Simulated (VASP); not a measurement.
Ti (hcp) is relaxed at rising pressure, each step from the one before. Symmetry mostly holds the structure type, and other phases were not tried. The mesh follows the cell, and a change of mesh leaves a small step in the series.

Input:

```
Ti
1.0
    1.46728    -2.54140     0.00000
    1.46728     2.54140     0.00000
    0.00000     0.00000     4.64952
Ti
2
Direct
  0.33333   0.66667   0.25000
  0.66667   0.33333   0.75000
```

These are PBE GGA, VASP's PBE PAW potentials (set 64) (plane waves; VASP) values and carry that method's errors. Numerical set-up: 500 eV cut-off, 14×14×8 Γ-centred mesh, first-order Methfessel-Paxton smearing of 0.10 eV, potentials Ti_sv.

Energy and stress use the plane-wave basis of the starting cell.

```json
[
 {"P (GPa)": "0", "V (Å³/atom)": "17.34", "H − H(0) (eV/atom)": "0.000", "space group": "P6_3/mmc", "gap on the mesh (eV)": "0.00", "k-mesh": "14×14×8"},
 {"P (GPa)": "5", "V (Å³/atom)": "…", "H − H(0) (eV/atom)": "…", "space group": "P6_3/mmc", "gap on the mesh (eV)": "0.00", "k-mesh": "14×14×8"},
 {"P (GPa)": "10", "V (Å³/atom)": "…", "H − H(0) (eV/atom)": "…", "space group": "P6_3/mmc", "gap on the mesh (eV)": "0.00", "k-mesh": "14×14×8"},
 {"P (GPa)": "30", "V (Å³/atom)": "14.30", "H − H(0) (eV/atom)": "2.925", "space group": "P6_3/mmc", "gap on the mesh (eV)": "0.00", "k-mesh": "15×15×9"},
 {"P (GPa)": "45", "V (Å³/atom)": "13.37", "H − H(0) (eV/atom)": "4.220", "space group": "P6_3/mmc", "gap on the mesh (eV)": "0.00", "k-mesh": "16×16×9"}
]
```

Q: Some entries are withheld; supply them.

A: 
- 10, V (Å³/atom): 16.05
- 10, H − H(0) (eV/atom): 1.040
- 5, V (Å³/atom): 16.64
- 5, H − H(0) (eV/atom): 0.530

Pressures at which the relaxation failed are left out.

The compound is Ti in the hcp structure.
